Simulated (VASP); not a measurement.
Method: LDA (Ceperley-Alder, Perdew-Zunger), VASP's LDA PAW potentials (set 64) (plane waves; VASP).

VASP input:

File KPOINTS:
```
Automatic mesh
0
gamma
 17 17 17
```

**INCAR**
```
SYSTEM=Ir
PREC=Accurate; ENCUT=500; LREAL=.FALSE.
LASPH=.TRUE.
EDIFF=1E-6; NELM=100; ALGO=Normal
LMAXMIX=6
ISMEAR=1; SIGMA=0.1
IBRION=2; NSW=40; ISIF=3
EDIFFG=-0.02; PSTRESS=200
LWAVE=.FALSE.; LCHARG=.FALSE.
```

**POSCAR**
```
Ir
1.0
  0.0000000000   1.8819755898   1.8819755898
  1.8819755898   0.0000000000   1.8819755898
  1.8819755898   1.8819755898   0.0000000000
Ir
1
Cart
  1.8819755898   3.7639511796   1.8819755898
```

POTCAR, in this order: Ir (LDA.64 set). Program: vasp_std.

The resulting files:

### OUTCAR
```
 ion  position               nearest neighbor table
   1  0.000  0.000  0.000-
  LATTYP: Found a face centered cubic cell.
 ALAT       =     3.7639511796
 Subroutine PRICEL returns:
 Original cell was already a primitive cell.
 Subroutine GETGRP returns: Found 48 space group operations
The static configuration has the point symmetry O_h .
The dynamic configuration has the point symmetry O_h .
 Subroutine INISYM returns: Found 48 space group operations
 Subroutine IBZKPT returns following result:
 Found    165 irreducible k-points:

 Following reciprocal coordinates:
            Coordinates               Weight
  0.000000  0.000000  0.000000      1.000000
  0.058824  0.000000  0.000000      8.000000
  0.117647  0.000000  0.000000      8.000000
  0.176471  0.000000  0.000000      8.000000
  0.235294  0.000000  0.000000      8.000000
  0.294118  0.000000  0.000000      8.000000
  0.352941  0.000000  0.000000      8.000000
  0.411765  0.000000  0.000000      8.000000
  0.470588  0.000000  0.000000      8.000000
  0.058824  0.058824  0.000000      6.000000
...
```

### OSZICAR
```
       N       E                     dE             d eps       ncg     rms          rms(c)
DAV:   1     0.441094697440E+02    0.44109E+02   -0.44513E+03  2656   0.100E+03
DAV:   2    -0.102393794986E+02   -0.54349E+02   -0.52537E+02  2656   0.211E+02
DAV:   3    -0.108807417805E+02   -0.64136E+00   -0.64050E+00  3896   0.312E+01
DAV:   4    -0.108848405396E+02   -0.40988E-02   -0.40980E-02  3360   0.175E+00
DAV:   5    -0.108848728264E+02   -0.32287E-04   -0.32287E-04  3928   0.977E-02    0.185E+01
DAV:   6    -0.104022015997E+02    0.48267E+00   -0.91470E-01  3120   0.137E+01    0.769E+00
DAV:   7    -0.102992945200E+02    0.10291E+00   -0.30859E-01  3536   0.731E+00    0.154E+00
DAV:   8    -0.102927899133E+02    0.65046E-02   -0.20724E-03  2960   0.745E-01    0.583E-01
DAV:   9    -0.102913658388E+02    0.14241E-02   -0.11473E-03  3504   0.605E-01    0.414E-02
DAV:  10    -0.102913617921E+02    0.40467E-05   -0.72978E-06  3744   0.329E-02    0.683E-03
DAV:  11    -0.102913619085E+02   -0.11645E-06   -0.27864E-07  2240   0.597E-03
   1 F= -.86272161E+01 E0= -.86271556E+01  d E =-.862722E+01
       N       E                     dE             d eps       ncg     rms          rms(c)
DAV:   1    -0.102836551748E+02    0.77066E-02   -0.50864E-02  2912   0.392E+00    0.428E-01
DAV:   2    -0.102825467274E+02    0.11084E-02   -0.26629E-03  3040   0.753E-01    0.143E-01
DAV:   3    -0.102824103782E+02    0.13635E-03   -0.57731E-04  3296   0.324E-01    0.336E-02
DAV:   4    -0.102824105335E+02   -0.15521E-06   -0.12824E-05  3600   0.368E-02    0.266E-03
DAV:   5    -0.102824106490E+02   -0.11554E-06   -0.15216E-07  1632   0.441E-03
   2 F= -.86268361E+01 E0= -.86267778E+01  d E =0.380027E-03
       N       E                     dE             d eps       ncg     rms          rms(c)
DAV:   1    -0.102908410800E+02   -0.84305E-02   -0.35514E-02  2912   0.327E+00    0.349E-01
DAV:   2    -0.102900603067E+02    0.78077E-03   -0.18955E-03  3032   0.633E-01    0.121E-01
DAV:   3    -0.102899676780E+02    0.92629E-04   -0.39345E-04  3296   0.266E-01    0.299E-02
DAV:   4    -0.102899678797E+02   -0.20173E-06   -0.88540E-06  3544   0.304E-02
   3 F= -.86272305E+01 E0= -.86271702E+01  d E =-.143552E-04
```

**OUTCAR**
```
------------------------ aborting loop because EDIFF is reached ----------------------------------------
  FORCE on cell =-STRESS in cart. coord.  units (eV):
  Direction    XX          YY          ZZ          XY          YZ          ZX
  --------------------------------------------------------------------------------------
  Total        1.6660913      1.6660913      1.6660913     -0.0000000      0.0000000     -0.0000000
  in kB      200.4034150    200.4034150    200.4034150     -0.0000000      0.0000000     -0.0000000
  external PRESSURE =       0.4034150 kB  Pullay stress =     200.0000000 kB
  volume of cell :       13.32
      direct lattice vectors                 reciprocal lattice vectors
    -0.000000000  1.881444528  1.881444528    -0.265753251  0.265753251  0.265753251
     1.881444528 -0.000000000  1.881444528     0.265753251 -0.265753251  0.265753251
     1.881444528  1.881444528  0.000000000     0.265753251  0.265753251 -0.265753251
 POSITION                                       TOTAL-FORCE (eV/Angst)
 -----------------------------------------------------------------------------------
      0.00000      0.00000      0.00000         0.000000     -0.000000      0.000000
 -----------------------------------------------------------------------------------
    total drift:                               -0.000000     -0.000000      0.000000
  FREE ENERGIE OF THE ION-ELECTRON SYSTEM (eV)
  ---------------------------------------------------
  free  energy   TOTEN  =       -10.2899678797 eV

  energy  without entropy=      -10.2897871271  energy(sigma->0) =      -10.28990763
  enthalpy is  TOTEN    =        -8.6272304868 eV   P V=        1.6627373929

 reached required accuracy - stopping structural energy minimisation
```
(Selected blocks of OUTCAR.)

CONTCAR:
```
Ir
   1.00000000000000
    -0.0000000000000000    1.8814445280486516    1.8814445280486516
     1.8814445280486516   -0.0000000000000000    1.8814445280486516
     1.8814445280486516    1.8814445280486516    0.0000000000000000
  Ir
     1
Direct
     0.0000000000000000    0.0000000000000000    0.0000000000000000
```

The compound is Ir in the fcc structure. This run relaxes it under an external pressure of 20 GPa. Symmetry was kept, so distortions that lower it aren't found.
